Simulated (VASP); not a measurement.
All values below come from r2SCAN+rVV10, VASP's PBE PAW potentials (set 64) (plane waves; VASP).

VASP input:

**POSCAR**
```
Se
1
    2.1892310599    -3.7918594116     0.0000000000
    2.1892310599     3.7918594116     0.0000000000
    0.0000000000     0.0000000000     5.1398301892
Se
3
Direct
  0.0000000000   0.2287871050   0.6666670000
  0.7712128950   0.7712128950   0.0000000000
  0.2287871050   0.0000000000   0.3333330000
```

File KPOINTS:
```
Automatic
0
G
 6 6 5
0 0 0
```

INCAR:
```
ALGO = Normal
BPARAM = 11.95
CPARAM = 0.0093
EDIFF = 1E-7
EDIFFG = -0.01
ENCUT = 520
IBRION = 2
ISIF = 4
ISMEAR = 0
LASPH = .True.
LCHARG = .False.
LMAXMIX = 4
LMIXTAU = .True.
LREAL = .False.
LUSE_VDW = .True.
LWAVE = .False.
METAGGA = R2SCAN
NELM = 100
NSW = 30
PREC = Accurate
SIGMA = 0.05
SYSTEM = Se
```

POTCAR, in this order: Se (PBE.64 set). Program: vasp_std.

Q: What will the output report for the number of irreducible k-points (NKPTS), largest plane-wave count, number of space-group operations, FFT grid (NGX, NGY, NGZ)?

A: 
```
Item                                           Value
--------------------------------------  ------------
number of irreducible k-points (NKPTS)            27
largest plane-wave count                        2318
number of space-group operations                   6
FFT grid (NGX, NGY, NGZ)                36 × 36 × 40
```

The compound is Se in the trig structure. This cell is one point of a volume scan, at 1.06 of the reference volume. Symmetry was kept, so distortions that lower it aren't found.
